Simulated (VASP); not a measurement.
Input of a VASP 6.6.1 run:

The input INCAR:

```
SYSTEM = Be3Te2Se
  ALGO = Normal
  EDIFF = 1E-7
  EDIFFG = -0.005
  ENCUT = 520
  GGA = PE
  IBRION = 2
  ISIF = 3
  ISMEAR = 0
  KPAR = 8
  LASPH = .TRUE.
  LCHARG = .FALSE.
  LREAL = .FALSE.
  LWAVE = .FALSE.
  NELM = 120
  NSW = 60
  POTIM = 0.3
  PREC = Accurate
  SIGMA = 0.03
```

File KPOINTS:

```
k-points
0
G
  10 10 10
  0 0 0
```

The input POSCAR:

```
Be3Te2Se                                
1.0
   -1.9510328046      1.9510328046      8.2411579796
    1.9510328046     -1.9510328046      8.2411579796
    1.9510328046      1.9510328046     -8.2411579796
  Be              Te              Se            
     3     2     1
Direct
     0.7500000000000000    0.2500000000000000    0.5000000000000000
     0.0745295326148744    0.5745295326148744    0.5000000000000000
     0.4254704673851257    0.9254704673851256    0.5000000000000000
     0.6625259874799406    0.6625259874799406    0.0000000000000000
     0.3374740125200594    0.3374740125200594    1.0000000000000000
     1.0000000000000000    0.0000000000000000    0.0000000000000000
```

Potentials or basis: VASP PAW PBE potentials, release 64 (Be, Te, Se).

Command:

```console
$ cat potpaw_PBE.64/Be/POTCAR potpaw_PBE.64/Te/POTCAR potpaw_PBE.64/Se/POTCAR > POTCAR
$ mpirun -np 8 vasp_std > vasp.out
```

Problem. What does it give for the relaxed volume?

Solution. 20.93 Å³/atom.

Problem. Predict the space group after relaxing (to 0.05 Å).

Solution. I-4m2 (No. 119).

Problem. Estimate the band gap on the k mesh.

Solution. 2.03 eV, indirect (least direct gap 2.11 eV).

Final structure:
```cif
data_structure
_symmetry_space_group_name_H-M 'P 1'
_symmetry_Int_Tables_number 1
_cell_length_a 8.6967
_cell_length_b 8.6967
_cell_length_c 8.6967
_cell_angle_alpha 154.072
_cell_angle_beta 154.072
_cell_angle_gamma 36.994
_cell_volume 125.57
loop_
_atom_site_label
_atom_site_type_symbol
_atom_site_fract_x
_atom_site_fract_y
_atom_site_fract_z
_atom_site_occupancy
Be1 Be 0.75000 0.25000 0.50000 1
Be2 Be 0.07455 0.57455 0.50000 1
Be3 Be 0.42545 0.92545 0.50000 1
Te1 Te 0.66254 0.66254 0.00000 1
Te2 Te 0.33746 0.33746 0.00000 1
Se1 Se 0.00000 0.00000 0.00000 1
```

Caveat: spin-orbit coupling is left out, which moves the levels of the heavy elements. A k mesh can miss the band edges.
